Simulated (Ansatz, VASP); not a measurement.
**Hf12Cl (Hf(0001)): VASP beside Ansatz**

Wanted: the spread between two codes on one cell, functional and k mesh. The structure shown is the end of the VASP relaxation below.

Method: plane waves, with VASP 6.6.1 beside it; single point at RPBE, in Ansatz 0.2.0.

### 1. Starting point

The cell holds 13 atoms: 12 Hf and 1 Cl. Cell: a = 6.439 Å, b = 6.439 Å, c = 20.076 Å, α = 90.0°, β = 90.0°, γ = 60.0°. It derives from Hf. As first built, before any earlier steps moved the atoms (in the runner's words): Cl over the ontop site of Hf(0001). Vacuum lies along c.

### 2. VASP: relaxation, RPBE

This run makes the geometry at which the two programs are then compared.

Lines of VASP's logs that name or quote its potential files are left out, and so is its time.

The input, INCAR:

```
SYSTEM = Hf12Cl
PREC = Normal
ENCUT = 320
EDIFF = 1E-05
NELM = 120
ISMEAR = 1
SIGMA = 0.15
LREAL = Auto
ALGO = Fast
GGA = RP
NBANDS = 40
LASPH = .TRUE.
LORBIT = 11
LWAVE = .FALSE.
LCHARG = .FALSE.
KPAR = 4
IBRION = 2
NSW = 50
ISIF = 2
EDIFFG = -0.03
POTIM = 0.4
MAXMIX = 40
IDIPOL = 3
LDIPOL = .TRUE.
DIPOL = 0.5 0.5 0.511
```

The input, POSCAR:

```
Hf12Cl
1.0
    6.4392782788      0.0000000000      0.0000000000
    3.2196391394      5.5765785715      0.0000000000
    0.0000000000      0.0000000000     20.0756585627
Hf Cl
12 1
Selective dynamics
Direct
    0.0000000000      0.0000000000      0.3735867500  F F F
    0.5000000000      0.0000000000      0.3735867500  F F F
    0.0000000000      0.5000000000      0.3735867500  F F F
    0.5000000000      0.5000000000      0.3735867500  F F F
    0.8333333300      0.3333333300      0.4945573600  T T T
    0.3333333300      0.3333333300      0.4945573600  T T T
    0.8333333300      0.8333333300      0.4945573600  T T T
    0.3333333300      0.8333333300      0.4945573600  T T T
    0.0000000000      0.0000000000      0.6156673900  T T T
    0.5000000000      0.0000000000      0.6156673900  T T T
    0.0000000000      0.5000000000      0.6156673900  T T T
    0.5000000000      0.5000000000      0.6156673900  T T T
    0.0000000000      0.0000000000      0.7103093700  T T T
```

The input, KPOINTS:

```
Automatic mesh
0
Gamma
6 6 1
0 0 0
```

Potentials, in the order of the species: Hf and Cl (PBE family, release 64).

The run is started by

```console
$ mpirun -np 4 vasp_std
```

Numbers of over 12 decimals in the logs are rounded to 6 here.

What it wrote:

```text
[banner, memory and clock lines left out]
running    4 mpi-ranks, on    1 nodes
 distrk:  each k-point on    1 cores,    4 groups
 distr:  one band on    1 cores,    1 groups

 POSCAR found type information on POSCAR HfCl
 POSCAR found :  2 types and      13 ions
|                                                                             |
|               ----> ADVICE to this user running VASP <----                  |
|                                                                             |
|     You enforced a specific xc type in the INCAR file but a different       |
|     [... a line on the potential file left out ...]
|     I HOPE YOU KNOW WHAT YOU ARE DOING!                                     |
|                                                                             |

 LDA part: xc-table for (Slater+PW92), standard interpolation
 POSCAR, INCAR and KPOINTS ok, starting setup
 FFT: planning ... GRIDC
 FFT: planning ... GRID_SOFT
 FFT: planning ... GRID
 WAVECAR not read
 entering main loop
       N       E                     dE             d eps       ncg     rms          rms(c)
DAV:   1     0.159742683512E+03    0.15974E+03   -0.13045E+04   560   0.668E+02
DAV:   2    -0.821487837874E+02   -0.24189E+03   -0.23293E+03   864   0.143E+02
DAV:   3    -0.116349023808E+03   -0.34200E+02   -0.32922E+02   664   0.559E+01
DAV:   4    -0.119144484656E+03   -0.27955E+01   -0.27302E+01   976   0.142E+01
DAV:   5    -0.119253735437E+03   -0.10925E+00   -0.10812E+00   984   0.256E+00    0.366E+01
RMM:   6    -0.114618899794E+03    0.46348E+01   -0.54105E+01   630   0.142E+01    0.187E+01
RMM:   7    -0.147832514434E+03   -0.33214E+02   -0.98449E+01   781   0.158E+01    0.201E+01
RMM:   8    -0.108932658337E+03    0.38900E+02   -0.23300E+01   585   0.103E+01    0.840E+00
RMM:   9    -0.108369907374E+03    0.56275E+00   -0.45389E+00   616   0.608E+00    0.404E+00
RMM:  10    -0.107927867319E+03    0.44204E+00   -0.51022E+00   760   0.391E+00    0.204E+00
RMM:  11    -0.107879533763E+03    0.48334E-01   -0.61589E-01   746   0.179E+00    0.130E+00
RMM:  12    -0.107873412795E+03    0.61210E-02   -0.24159E-01   702   0.100E+00    0.500E-01
RMM:  13    -0.107877207480E+03   -0.37947E-02   -0.10698E-01   796   0.614E-01    0.415E-01
RMM:  14    -0.107872444081E+03    0.47634E-02   -0.24945E-02   787   0.302E-01    0.200E-01
[...]
RMM:  19    -0.107869031254E+03   -0.19929E-03   -0.27824E-04   613   0.338E-02    0.212E-02
RMM:  20    -0.107869085231E+03   -0.53978E-04   -0.21242E-04   602   0.230E-02    0.802E-03
RMM:  21    -0.107869181647E+03   -0.96415E-04   -0.13851E-04   537   0.217E-02    0.419E-03
RMM:  22    -0.107869264807E+03   -0.83160E-04   -0.56490E-05   446   0.115E-02    0.236E-03
RMM:  23    -0.107869348981E+03   -0.84174E-04   -0.16241E-05   407   0.866E-03    0.162E-03
RMM:  24    -0.107869408630E+03   -0.59649E-04   -0.14460E-05   404   0.751E-03    0.111E-03
RMM:  25    -0.107869424281E+03   -0.15651E-04   -0.72349E-06   348   0.572E-03    0.824E-04
RMM:  26    -0.107869427300E+03   -0.30187E-05   -0.25930E-06   312   0.479E-03
   1 F= -.10786943E+03 E0= -.10786808E+03  d E =-.107869E+03
[... from here on, the cycles between the ionic steps are left out ...]
  17 F= -.11116424E+03 E0= -.11116644E+03  d E =-.288422E-01
  18 F= -.11116538E+03 E0= -.11116735E+03  d E =-.299779E-01
  19 F= -.11118306E+03 E0= -.11118458E+03  d E =-.176848E-01
  20 F= -.11119291E+03 E0= -.11119415E+03  d E =-.275305E-01
  21 F= -.11119324E+03 E0= -.11119455E+03  d E =-.278628E-01
  22 F= -.11119326E+03 E0= -.11119456E+03  d E =-.278839E-01
  23 F= -.11119383E+03 E0= -.11119513E+03  d E =-.564836E-03
  24 F= -.11119414E+03 E0= -.11119544E+03  d E =-.875837E-03
  25 F= -.11119443E+03 E0= -.11119569E+03  d E =-.293966E-03
  26 F= -.11119445E+03 E0= -.11119573E+03  d E =-.315059E-03
 curvature:  -1.29 expect dE=-0.147E-03 dE for cont linesearch -0.906E-06
 trial: gam= 0.43337 g(F)=  0.113E-03 g(S)=  0.000E+00 ort = 0.158E-04 (trialstep = 0.281E+01)
 search vector abs. value=  0.194E-03
 bond charge predicted
       N       E                     dE             d eps       ncg     rms          rms(c)
DAV:   1    -0.111194413725E+03    0.44555E-04   -0.78398E-02   568   0.962E-01    0.825E-02
RMM:   2    -0.111194653055E+03   -0.23933E-03   -0.29103E-03   620   0.179E-01    0.147E-01
RMM:   3    -0.111194682284E+03   -0.29229E-04   -0.75426E-04   711   0.856E-02    0.217E-01
RMM:   4    -0.111194695266E+03   -0.12981E-04   -0.92629E-05   581   0.292E-02    0.229E-01
RMM:   5    -0.111194666177E+03    0.29089E-04   -0.29061E-05   399   0.166E-02    0.247E-01
RMM:   6    -0.111194647055E+03    0.19122E-04   -0.18631E-05   366   0.125E-02    0.241E-01
RMM:   7    -0.111194635568E+03    0.11486E-04   -0.99318E-06   346   0.101E-02    0.224E-01
RMM:   8    -0.111194610366E+03    0.25202E-04   -0.66215E-05   419   0.197E-02    0.163E-01
RMM:   9    -0.111194603124E+03    0.72427E-05   -0.76629E-05   477   0.228E-02
  27 F= -.11119460E+03 E0= -.11119586E+03  d E =-.151861E-03
 trial-energy change:   -0.000152  1 .order   -0.000231   -0.000338   -0.000124
 step:   4.4351(harm=  4.4351)  dis= 0.00757  next Energy=  -111.194718 (dE=-0.267E-03)
 reached required accuracy - stopping structural energy minimisation
```

OUTCAR, selected parts (step 2):

```text
ion  position               nearest neighbor table
   1  0.000  0.000  0.374-   8 3.06   5 3.06   7 3.06   2 3.22   2 3.22   3 3.22   4 3.22   3 3.22
                             4 3.22
   2  0.500  0.000  0.374-   7 3.06   6 3.06   8 3.06   1 3.22   1 3.22   3 3.22   4 3.22   4 3.22
                             3 3.22
   3  0.000  0.500  0.374-   6 3.06   7 3.06   5 3.06   4 3.22   4 3.22   1 3.22   2 3.22   2 3.22
                             1 3.22
   4  0.500  0.500  0.374-   5 3.06   8 3.06   6 3.06   3 3.22   3 3.22   1 3.22   2 3.22   1 3.22
                             2 3.22
   5  0.833  0.333  0.495-   4 3.06   1 3.06   3 3.06  12 3.06   9 3.06  11 3.06   6 3.22   6 3.22
                             7 3.22   8 3.22   7 3.22   8 3.22
   6  0.333  0.333  0.495-   3 3.06   2 3.06   4 3.06  11 3.06  10 3.06  12 3.06   5 3.22   5 3.22
                             7 3.22   8 3.22   8 3.22   7 3.22
   7  0.833  0.833  0.495-   2 3.06   3 3.06   1 3.06  10 3.06  11 3.06   9 3.06   8 3.22   8 3.22
                             5 3.22   6 3.22   6 3.22   5 3.22
   8  0.333  0.833  0.495-   1 3.06   4 3.06   2 3.06   9 3.06  12 3.06  10 3.06   7 3.22   7 3.22
                             5 3.22   6 3.22   5 3.22   6 3.22
   9  0.000  0.000  0.616-  13 1.90   8 3.06   5 3.06   7 3.06  10 3.22  10 3.22  11 3.22  12 3.22
                            11 3.22  12 3.22
  10  0.500  0.000  0.616-   7 3.06   6 3.06   8 3.06   9 3.22   9 3.22  11 3.22  12 3.22  12 3.22
                            11 3.22
  11  0.000  0.500  0.616-   6 3.06   7 3.06   5 3.06  12 3.22  12 3.22   9 3.22  10 3.22  10 3.22
                             9 3.22
  12  0.500  0.500  0.616-   5 3.06   8 3.06   6 3.06  11 3.22  11 3.22   9 3.22  10 3.22   9 3.22
                            10 3.22
  13  0.000  0.000  0.710-   9 1.90

  LATTYP: Found a hexagonal cell.
 ALAT       =     6.4392782788
 C/A-ratio  =     3.1176876807

 Subroutine GETGRP returns: Found  6 space group operations
 (whereof  6 operations were pure point group operations)

The static configuration has the point symmetry C_3v.

 Found      7 irreducible k-points:

   k-points           NKPTS =      7   k-points in BZ     NKDIM =      7   number of bands    NBANDS=     40

   dimension x,y,z NGX =    28 NGY =   28 NGZ =   90
   dimension x,y,z NGXF=    56 NGYF=   56 NGZF=  180

   ENCUT  =  320.0 eV  23.52 Ry    4.85 a.u.   9.39  9.39 29.28*2*pi/ulx,y,z

   NELECT =      55.0000    total number of electrons

 k-points in reciprocal lattice and weights: Automatic mesh
   0.00000000  0.00000000  0.00000000       0.028
   0.16666667  0.00000000  0.00000000       0.167
   0.33333333  0.00000000  0.00000000       0.167
   0.50000000  0.00000000  0.00000000       0.083
   0.33333333  0.16666667  0.00000000       0.167
   0.50000000  0.16666667  0.00000000       0.333
  -0.33333333  0.33333333  0.00000000       0.056

 dipolmoment           0.000000      0.000000      0.080817 electrons x Angstroem

 average (electrostatic) potential at core
       1 -41.9924       2 -41.9969       3 -41.9969       4 -41.9969       5 -41.4760
       6 -41.2717       7 -41.4760       8 -41.4760       9 -42.2206      10 -42.0494
      11 -42.0494      12 -42.0494      13 -96.7415

 E-fermi :  -0.4017

 k-point     1 :       0.0000    0.0000    0.0000
  band No.  band energies     occupation
    ...
     19      -1.7380      2.00000
     20      -1.5072      2.00000
     21      -1.5010      2.00000
     22      -1.5010      2.00000
     23      -0.4953      1.86117
     24      -0.3303      0.28690
     25      -0.1888     -0.06210
     26      -0.1888     -0.06209
     27       0.1592     -0.00000
     28       0.2880     -0.00000
    ...

 k-point     2 :       0.1667    0.0000    0.0000
  band No.  band energies     occupation
    ...
     20      -1.5433      2.00000
     21      -1.4754      2.00000
     22      -1.4438      2.00000
     23      -0.5687      2.06652
     24      -0.3773      0.72911
     25      -0.2724     -0.00857
     26      -0.2674     -0.02104
     27      -0.0128     -0.00152
     28       0.1023     -0.00002
     29       0.1378     -0.00000
    ...

 k-point     3 :       0.3333    0.0000    0.0000
  band No.  band energies     occupation
    ...
     24      -0.7021      2.01584
     25      -0.6361      2.04957
     26      -0.5700      2.06718
     27      -0.4643      1.64312
     28      -0.4036      1.02181
     29      -0.2550     -0.04538
     30      -0.1428     -0.03486
     31      -0.1001     -0.01545
     32      -0.0380     -0.00322
     33       0.1131     -0.00001
    ...

  Total       -6.3024986     -6.3024986     -0.2225977      0.0000000      0.0000000     -0.0000000
  in kB      -14.0071094    -14.0071094     -0.4947165      0.0000000      0.0000000     -0.0000000
  external PRESSURE =      -9.5029784 kB  Pullay stress =       0.0000000 kB

  energy-cutoff  :      320.00
  volume of cell :      720.90
      direct lattice vectors                 reciprocal lattice vectors
     6.439278279  0.000000000  0.000000000     0.155296907 -0.089660711  0.000000000
     3.219639139  5.576578571  0.000000000     0.000000000  0.179321422  0.000000000
     0.000000000  0.000000000 20.075658563     0.000000000  0.000000000  0.049811566

 POSITION                                       TOTAL-FORCE (eV/Angst)
 -----------------------------------------------------------------------------------
      0.00000      0.00000      7.50000        -0.000000     -0.000000      0.457235
      3.21964      0.00000      7.50000         0.000000     -0.093404     -0.158283
      1.60982      2.78829      7.50000        -0.080890      0.046702     -0.158283
      4.82946      2.78829      7.50000         0.080890      0.046702     -0.158283
      6.43928      1.85231      9.90918        -0.000000      0.011119      0.005034
      3.21964      1.85886      9.84971         0.000000     -0.000000     -0.019165
      8.05477      4.65042      9.90918        -0.009630     -0.005560      0.005034
      4.82379      4.65042      9.90918         0.009630     -0.005560      0.005034
      0.00000      0.00000     12.68271        -0.000000     -0.000000      0.008629
      3.21964      0.06620     12.31772        -0.000000     -0.001896     -0.002412
      1.66715      2.75519     12.31772        -0.001642      0.000948     -0.002412
      4.77213      2.75519     12.31772         0.001642      0.000948     -0.002412
      0.00000      0.00000     15.05434         0.000000     -0.000000      0.020285
 -----------------------------------------------------------------------------------
    total drift:                               -0.000053     -0.000031      0.011203

  FREE ENERGIE OF THE ION-ELECTRON SYSTEM (eV)
  ---------------------------------------------------
  free  energy   TOTEN  =      -111.1946031236 eV

  energy  without entropy=     -111.1983797757  energy(sigma->0) =     -111.19586201

 reached required accuracy - stopping structural energy minimisation

 vacuum level on the upper side and lower side of the slab         4.263         3.854

 total charge
# of ion       s       p       d       tot
------------------------------------------
    1        0.651   0.352   1.918   2.922
    2        0.654   0.361   1.915   2.930
    3        0.654   0.361   1.915   2.930
    4        0.654   0.361   1.915   2.930
    5        0.623   0.491   2.001   3.115
    6        0.642   0.520   2.059   3.222
    7        0.623   0.491   2.001   3.115
    8        0.623   0.491   2.001   3.115
    9        0.607   0.433   1.922   2.961
   10        0.647   0.360   1.910   2.918
   11        0.647   0.360   1.910   2.918
   12        0.647   0.360   1.910   2.918
   13        1.610   3.520   0.000   5.130
--------------------------------------------------
tot          9.282   8.463  23.378  41.123

[... 3 further parts left out ...]
```

CONTCAR:

```
Hf12Cl
   1.00000000000000
     6.4392782787999998    0.0000000000000000    0.0000000000000000
     3.2196391393999999    5.5765785714999998    0.0000000000000000
     0.0000000000000000    0.0000000000000000   20.0756585626999993
  Hf              Cl
    12     1
Selective dynamics
Direct
     0.0000000000000000    0.0000000000000000    0.3735867500000012   F   F   F
     0.5000000000000000    0.0000000000000000    0.3735867500000012   F   F   F
     0.0000000000000000    0.5000000000000000    0.3735867500000012   F   F   F
     0.5000000000000000    0.5000000000000000    0.3735867500000012   F   F   F
     0.8339204413352541    0.3321591073294973    0.4935917702042815   T   T   T
     0.3333333300000021    0.3333333300000021    0.4906296130569859   T   T   T
     0.8339204413352541    0.8339204413352541    0.4935917702042815   T   T   T
     0.3321591073294973    0.8339204413352541    0.4935917702042815   T   T   T
     0.0000000000000000    0.0000000000000000    0.6317458616663568   T   T   T
     0.4940643405055388    0.0118713189889223    0.6135650081558254   T   T   T
     0.0118713189889223    0.4940643405055388    0.6135650081558254   T   T   T
     0.4940643405055388    0.4940643405055388    0.6135650081558254   T   T   T
     0.0000000000000000    0.0000000000000000    0.7498802833087265   T   T   T
```

This run has no spin polarisation. Its electron count is odd, so without a moment it is a metal by construction. The data set Hf keeps the semicore shell frozen, which is cheaper and a little less accurate. The run keeps the 6 symmetry operations of its start, so it cannot find a distortion of lower symmetry.

(Part 1 of 2 ends here.)

[Lines on the potential files, build, host, timing and source positions are cut from VASP's logs without a mark.]

[Logs are printed without paths, hosts, clocks, repeated set-up lines and the standing remarks that a program may print on its own settings, such as how far it seeks lower states.]

[Hosts, paths, dates, database ids (printed as entryN), source tags and the programs' standing remarks are cut or masked in the printed files.]
